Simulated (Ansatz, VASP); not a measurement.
**CaMgZnAs2: VASP beside Ansatz**

Wanted: the spread between two codes on one cell, functional and k mesh. The cell is generated by rule, not measured, and may not be a known phase. The cell is taken from a series of runs on this material, whose earlier steps may have relaxed, scaled, displaced or heated it; both programs get it as it stands.

Method: plane waves, with VASP 6.6.1 beside it; zone-centre phonons at PBE, in Ansatz 0.2.0.

The structure was built from a prototype and need not be the compound's stable phase.

### 1. Starting point

It takes space group P3m1 (No. 156, trigonal). Conventional cell: a = 4.276 Å, b = 4.276 Å, c = 7.087 Å, α = 90.00°, β = 90.00°, γ = 120.00°. Nearest to Ca lie 6 As at 3.04 to 3.05 Å. Nearest to Mg lie 4 As at 2.61 to 2.66 Å. Nearest to Zn lie 4 As at 2.61 to 2.68 Å. As has 3 Zn at 2.61 Å and 1 Mg at 2.66 Å and 3 Ca at 3.04 Å nearest. Nearest to As lie 3 Mg at 2.61 Å and 1 Zn at 2.68 Å and 3 Ca at 3.05 Å. Farther neighbours are not listed.

Coordinates:

```cif
data_structure
_symmetry_space_group_name_H-M 'P 1'
_symmetry_Int_Tables_number 1
_cell_length_a 4.2759
_cell_length_b 4.2759
_cell_length_c 7.0871
_cell_angle_alpha 90.000
_cell_angle_beta 90.000
_cell_angle_gamma 120.000
_cell_volume 112.22
loop_
_atom_site_label
_atom_site_type_symbol
_atom_site_fract_x
_atom_site_fract_y
_atom_site_fract_z
_atom_site_occupancy
Ca1 Ca 0.00000 0.00000 0.00114 1
Mg2 Mg 0.33333 0.66667 0.62758 1
Zn3 Zn 0.66667 0.33333 0.37020 1
As4 As 0.33333 0.66667 0.25234 1
As5 As 0.66667 0.33333 0.74873 1
```

### 2. VASP: zone-centre phonons, PBE

Second derivatives magnify differences that forces hide, and they need a tight electronic threshold.

Lines of VASP's logs that name or quote its potential files are left out, and so is its time.

Contents of INCAR:

```
SYSTEM = CaMgZnAs2
PREC = Accurate
ENCUT = 600
EDIFF = 1E-08
NELM = 120
ISMEAR = 0
SIGMA = 0.01
LREAL = .FALSE.
ALGO = Normal
GGA = PE
NBANDS = 23
LORBIT = 11
LWAVE = .FALSE.
LCHARG = .FALSE.
ISIF = 2
IBRION = 8
LASPH = .TRUE.
GGA_COMPAT = .FALSE.
EFERMI = MIDGAP
KPAR = 2
```

Contents of POSCAR:

```
CaMgZnAs2
1.0
    4.2759081808     -0.0000029060      0.0000000000
   -2.1379515737      3.7030465618      0.0000000000
    0.0000000000      0.0000000000      7.0871332343
Ca Mg Zn As
1 1 1 2
Direct
    0.0000000000      0.0000000000      0.0011384031
    0.3333333333      0.6666666667      0.6275846746
    0.6666666667      0.3333333333      0.3702026875
    0.3333333333      0.6666666667      0.2523437709
    0.6666666667      0.3333333333      0.7487304639
```

Contents of KPOINTS:

```
Automatic mesh
0
Gamma
6 6 4
0 0 0
```

The projector-augmented-wave data sets are Ca_sv, Mg, Zn and As (PBE family, release 64).

Run with:

```console
> mpirun -np 2 vasp_std
```

Numbers of over 12 decimals in the logs are rounded to 6 here.

What it wrote:

```text
[banner, memory and clock lines left out]
running    2 mpi-ranks, on    1 nodes
 distrk:  each k-point on    1 cores,    2 groups
 distr:  one band on    1 cores,    1 groups

 POSCAR found type information on POSCAR CaMgZnAs
 POSCAR found :  4 types and       5 ions
 LDA part: xc-table for (Slater+PW92), standard interpolation
 POSCAR, INCAR and KPOINTS ok, starting setup
 FFT: planning ... GRIDC
 FFT: planning ... GRID_SOFT
 FFT: planning ... GRID
 WAVECAR not read
 entering main loop
       N       E                     dE             d eps       ncg     rms          rms(c)
DAV:   1     0.230076387140E+03    0.23008E+03   -0.16546E+04  1104   0.162E+03
DAV:   2    -0.192336058951E+01   -0.23200E+03   -0.22528E+03  1153   0.352E+02
DAV:   3    -0.181646277173E+02   -0.16241E+02   -0.16057E+02  1453   0.894E+01
DAV:   4    -0.188911728735E+02   -0.72655E+00   -0.72411E+00  1889   0.148E+01
DAV:   5    -0.189029599480E+02   -0.11787E-01   -0.11784E-01  1390   0.174E+00    0.568E+00
DAV:   6    -0.179625213291E+02    0.94044E+00   -0.26127E+00  1568   0.325E+01    0.409E+00
DAV:   7    -0.179141582197E+02    0.48363E-01   -0.10737E+00  1356   0.677E+00    0.171E+00
DAV:   8    -0.179161310610E+02   -0.19728E-02   -0.30615E-02  1566   0.117E+00    0.684E-01
DAV:   9    -0.179172328115E+02   -0.11018E-02   -0.58383E-03  1402   0.595E-01    0.122E-01
DAV:  10    -0.179174070619E+02   -0.17425E-03   -0.58027E-04  1517   0.182E-01    0.634E-02
DAV:  11    -0.179175578165E+02   -0.15075E-03   -0.24122E-04  1465   0.875E-02    0.167E-02
DAV:  12    -0.179175704940E+02   -0.12678E-04   -0.25252E-05  1455   0.354E-02    0.793E-03
DAV:  13    -0.179175737867E+02   -0.32927E-05   -0.80132E-06  1496   0.172E-02    0.224E-03
DAV:  14    -0.179175739749E+02   -0.18817E-06   -0.11187E-06  1378   0.867E-03    0.904E-04
DAV:  15    -0.179175740536E+02   -0.78671E-07   -0.22634E-07  1356   0.249E-03    0.434E-04
DAV:  16    -0.179175740761E+02   -0.22535E-07   -0.29938E-08  1284   0.102E-03    0.242E-04
DAV:  17    -0.179175740814E+02   -0.52783E-08   -0.12992E-08  1150   0.609E-04
   1 F= -.17917574E+02 E0= -.17917574E+02  d E =0.000000E+00
 Linear response reoptimize wavefunctions to high precision
DAV:   1    -0.179175740830E+02   -0.15807E-08   -0.82335E-10  1028   0.190E-04
DAV:   2    -0.179175740831E+02   -0.14370E-09   -0.30149E-10   881   0.952E-05
DAV:   3    -0.179175740830E+02    0.69576E-10   -0.72520E-11   888   0.496E-05
 Linear response DOF=          10
 Linear response progress:
  Degree of freedom:   1/ 10
       N       E                     dE             d eps       ncg     rms          rms(c)
RMM:   1    -0.467816613306E+00   -0.46782E+00    0.13624E+00  3550   0.107E+01
RMM:   2    -0.409926843445E+00    0.57890E-01   -0.14270E-01  6007   0.237E+00    0.192E-01
RMM:   3    -0.411811670782E+00   -0.18848E-02   -0.26181E-02  7178   0.546E-01    0.155E-01
RMM:   4    -0.412317890721E+00   -0.50622E-03   -0.20528E-03  9004   0.176E-01    0.814E-02
RMM:   5    -0.412345125018E+00   -0.27234E-04   -0.50161E-04  8994   0.788E-02    0.163E-02
RMM:   6    -0.412383897195E+00   -0.38772E-04   -0.82417E-05  9422   0.322E-02    0.456E-03
RMM:   7    -0.412375794022E+00    0.81032E-05   -0.31300E-05  9495   0.173E-02    0.219E-03
RMM:   8    -0.412366603912E+00    0.91901E-05   -0.14048E-05  9312   0.983E-03    0.129E-03
RMM:   9    -0.412365545795E+00    0.10581E-05   -0.86055E-06  9682   0.655E-03    0.720E-04
RMM:  10    -0.412363307251E+00    0.22385E-05   -0.84574E-06  9686   0.470E-03    0.119E-04
RMM:  11    -0.412364377762E+00   -0.10705E-05   -0.65010E-06  9697   0.354E-03    0.133E-04
RMM:  12    -0.412364925814E+00   -0.54805E-06   -0.50601E-06  9705   0.277E-03    0.943E-05
RMM:  13    -0.412365310902E+00   -0.38509E-06   -0.37880E-06  9043   0.230E-03    0.118E-04
RMM:  14    -0.412365190531E+00    0.12037E-06   -0.28755E-06  8777   0.190E-03    0.485E-05
RMM:  15    -0.412365382977E+00   -0.19245E-06   -0.21815E-06  9738   0.157E-03    0.504E-05
RMM:  16    -0.412365286046E+00    0.96931E-07   -0.17391E-06  9589   0.132E-03    0.779E-05
RMM:  17    -0.412365642069E+00   -0.35602E-06   -0.13178E-06  8830   0.114E-03    0.647E-05
RMM:  18    -0.412365968197E+00   -0.32613E-06   -0.10597E-06  8957   0.986E-04    0.488E-05
RMM:  19    -0.412366098430E+00   -0.13023E-06   -0.83628E-07  9430   0.850E-04    0.471E-05
RMM:  20    -0.412366077585E+00    0.20844E-07   -0.69309E-07  9307   0.741E-04    0.576E-05
RMM:  21    -0.412366220107E+00   -0.14252E-06   -0.55790E-07  8921   0.659E-04    0.521E-05
 first order change of Fermi-energy  -0.67735E-02
 force on displaced ion       1 direction 1 :  -2.737  -0.001  -0.000
 Linear response progress:
  Degree of freedom:   2/ 10
       N       E                     dE             d eps       ncg     rms          rms(c)
RMM:   1    -0.483009822237E+00   -0.48301E+00    0.14878E+00  1221   0.106E+01
[...]
RMM:   9    -0.324863262176E-02   -0.82302E-07    0.85978E-08  2634   0.566E-04    0.730E-05
RMM:  10    -0.324868383164E-02   -0.51210E-07    0.16446E-08  2700   0.284E-04    0.280E-05
RMM:  11    -0.324868200985E-02    0.18218E-08   -0.14999E-09  2713   0.150E-04    0.141E-05
 first order change of Fermi-energy   0.34470E+00
 force on displaced ion       2 direction 3 :   0.000   0.000  -5.985
 Linear response progress:
[...]
RMM:   2    -0.461248134319E-01    0.27643E-02   -0.40949E-03  6690   0.341E-01    0.836E-02
RMM:   3    -0.463727617361E-01   -0.24795E-03   -0.56726E-04  7048   0.114E-01    0.451E-02
RMM:   4    -0.467855952951E-01   -0.41283E-03   -0.17348E-04  7193   0.602E-02    0.825E-03
RMM:   5    -0.468216384267E-01   -0.36043E-04   -0.44741E-05  8123   0.231E-02    0.360E-03
RMM:   6    -0.468235922685E-01   -0.19538E-05   -0.11092E-05  8905   0.970E-03    0.135E-03
RMM:   7    -0.468208671535E-01    0.27251E-05   -0.18086E-06  9030   0.407E-03    0.467E-04
RMM:   8    -0.468230161545E-01   -0.21490E-05   -0.90649E-07  9510   0.201E-03    0.131E-04
RMM:   9    -0.468226506948E-01    0.36546E-06    0.11986E-06  9691   0.990E-04    0.491E-05
RMM:  10    -0.468227845309E-01   -0.13384E-06    0.11391E-06  9679   0.525E-04    0.267E-05
RMM:  11    -0.468225882131E-01    0.19632E-06    0.43946E-07  9442   0.303E-04    0.131E-05
RMM:  12    -0.468226587061E-01   -0.70493E-07    0.19530E-07  9670   0.195E-04    0.831E-06
RMM:  13    -0.468226625307E-01   -0.38246E-08    0.12887E-07  9626   0.137E-04    0.316E-06
RMM:  14    -0.468226745818E-01   -0.12051E-07    0.84748E-08  9722   0.109E-04    0.185E-06
RMM:  15    -0.468226667316E-01    0.78501E-08    0.52456E-08  9328   0.939E-05    0.235E-06
 first order change of Fermi-energy  -0.10463E+00
 force on displaced ion       4 direction 1 :  -4.335   0.000   0.000
 Linear response progress:
  Degree of freedom:   8/ 10
       N       E                     dE             d eps       ncg     rms          rms(c)
RMM:   1    -0.584201447839E-01   -0.58420E-01    0.62323E-02  2613   0.889E-01
RMM:   2    -0.557793979553E-01    0.26407E-02   -0.31325E-03  2214   0.285E-01    0.747E-02
RMM:   3    -0.559119702359E-01   -0.13257E-03   -0.59861E-04  2201   0.104E-01    0.397E-02
RMM:   4    -0.561428421248E-01   -0.23087E-03   -0.22211E-04  2311   0.533E-02    0.146E-02
RMM:   5    -0.562106579288E-01   -0.67816E-04   -0.45143E-05  2321   0.266E-02    0.360E-03
RMM:   6    -0.562266371895E-01   -0.15979E-04   -0.12383E-05  2624   0.112E-02    0.194E-03
RMM:   7    -0.562251134644E-01    0.15237E-05   -0.46439E-06  2704   0.536E-03    0.770E-04
RMM:   8    -0.562270211990E-01   -0.19077E-05    0.12271E-06  2763   0.264E-03    0.220E-04
RMM:   9    -0.562274916656E-01   -0.47047E-06    0.26407E-06  2792   0.132E-03    0.114E-04
RMM:  10    -0.562276729878E-01   -0.18132E-06    0.13694E-06  2876   0.678E-04    0.677E-05
RMM:  11    -0.562277119631E-01   -0.38975E-07    0.17567E-06  2770   0.399E-04    0.311E-05
RMM:  12    -0.562276867366E-01    0.25227E-07    0.31874E-07  2829   0.248E-04    0.130E-05
RMM:  13    -0.562277056855E-01   -0.18949E-07    0.28855E-07  2866   0.167E-04    0.691E-06
RMM:  14    -0.562277134774E-01   -0.77919E-08    0.30094E-07  2910   0.123E-04    0.274E-06
RMM:  15    -0.562277173991E-01   -0.39217E-08    0.14538E-07  2796   0.103E-04    0.238E-06
RMM:  16    -0.562277207591E-01   -0.33599E-08    0.10076E-07  2826   0.928E-05    0.675E-07
RMM:  17    -0.562277201540E-01    0.60509E-09    0.65990E-08  2542   0.872E-05    0.576E-07
 first order change of Fermi-energy  -0.34917E+00
 force on displaced ion       4 direction 3 :  -0.000   0.000  -6.677
 Linear response progress:
  Degree of freedom:   9/ 10
       N       E                     dE             d eps       ncg     rms          rms(c)
RMM:   1    -0.492840359951E-01   -0.49284E-01    0.63687E-02  8910   0.768E-01
RMM:   2    -0.474220122153E-01    0.18620E-02   -0.27757E-03  7087   0.217E-01    0.712E-02
RMM:   3    -0.477903972595E-01   -0.36839E-03   -0.49519E-04  7317   0.764E-02    0.414E-02
RMM:   4    -0.483597192704E-01   -0.56932E-03   -0.23236E-04  7297   0.517E-02    0.879E-03
RMM:   5    -0.483679370476E-01   -0.82178E-05   -0.53897E-05  8052   0.210E-02    0.338E-03
RMM:   6    -0.483814093820E-01   -0.13472E-04   -0.10262E-05  8688   0.887E-03    0.118E-03
RMM:   7    -0.483803811625E-01    0.10282E-05    0.10829E-06  9151   0.412E-03    0.751E-04
RMM:   8    -0.483810473662E-01   -0.66620E-06   -0.45453E-06  9308   0.206E-03    0.139E-04
RMM:   9    -0.483810610112E-01   -0.13645E-07    0.74061E-06  9513   0.112E-03    0.947E-05
RMM:  10    -0.483811965526E-01   -0.13554E-06   -0.11013E-06  9708   0.580E-04    0.238E-05
RMM:  11    -0.483812918629E-01   -0.95310E-07    0.23786E-06  9499   0.331E-04    0.379E-05
RMM:  12    -0.483812457358E-01    0.46127E-07   -0.36969E-07  9549   0.210E-04    0.169E-05
RMM:  13    -0.483812837598E-01   -0.38024E-07    0.64005E-07  9627   0.141E-04    0.195E-05
RMM:  14    -0.483812837257E-01    0.34047E-10   -0.77026E-08  9463   0.109E-04    0.683E-06
 first order change of Fermi-energy   0.55517E-01
 force on displaced ion       5 direction 1 :  -6.194  -0.000  -0.000
 Linear response progress:
  Degree of freedom:  10/ 10
       N       E                     dE             d eps       ncg     rms          rms(c)
RMM:   1    -0.584133516521E-01   -0.58413E-01    0.61311E-02  2601   0.859E-01
RMM:   2    -0.557082865875E-01    0.27051E-02   -0.29091E-03  2177   0.256E-01    0.775E-02
RMM:   3    -0.558368754646E-01   -0.12859E-03   -0.73143E-04  2205   0.102E-01    0.393E-02
RMM:   4    -0.560751182764E-01   -0.23824E-03   -0.23783E-04  2241   0.555E-02    0.146E-02
RMM:   5    -0.561416636071E-01   -0.66545E-04   -0.44136E-05  2285   0.258E-02    0.425E-03
RMM:   6    -0.561702596939E-01   -0.28596E-04   -0.12785E-05  2603   0.115E-02    0.186E-03
RMM:   7    -0.561665987590E-01    0.36609E-05   -0.27167E-06  2590   0.567E-03    0.835E-04
RMM:   8    -0.561697063945E-01   -0.31076E-05   -0.18657E-06  2698   0.287E-03    0.257E-04
RMM:   9    -0.561701110607E-01   -0.40467E-06    0.19953E-06  2847   0.141E-03    0.110E-04
RMM:  10    -0.561704817395E-01   -0.37068E-06    0.14914E-06  2862   0.743E-04    0.710E-05
RMM:  11    -0.561704660013E-01    0.15738E-07    0.13281E-06  2796   0.425E-04    0.232E-05
RMM:  12    -0.561704180442E-01    0.47957E-07    0.37132E-07  2818   0.262E-04    0.150E-05
RMM:  13    -0.561704629281E-01   -0.44884E-07    0.44181E-07  2726   0.169E-04    0.428E-06
RMM:  14    -0.561704490942E-01    0.13834E-07    0.11083E-07  2861   0.121E-04    0.465E-06
RMM:  15    -0.561704556084E-01   -0.65142E-08    0.12920E-07  2842   0.976E-05    0.245E-06
RMM:  16    -0.561704595151E-01   -0.39067E-08   -0.58516E-09  2682   0.873E-05    0.249E-06
 first order change of Fermi-energy  -0.32055E+00
 force on displaced ion       5 direction 3 :  -0.000   0.000  -5.171
 Linear response finished
```

(Continued in part 2 of 3.)

[Lines on the potential files, build, host, timing and source positions are cut from VASP's logs without a mark.]

[Logs are printed without paths, hosts, clocks, repeated set-up lines and the standing remarks that a program may print on its own settings, such as how far it seeks lower states.]

[Hosts, paths, dates, database ids (printed as entryN), source tags and the programs' standing remarks are cut or masked in the printed files.]
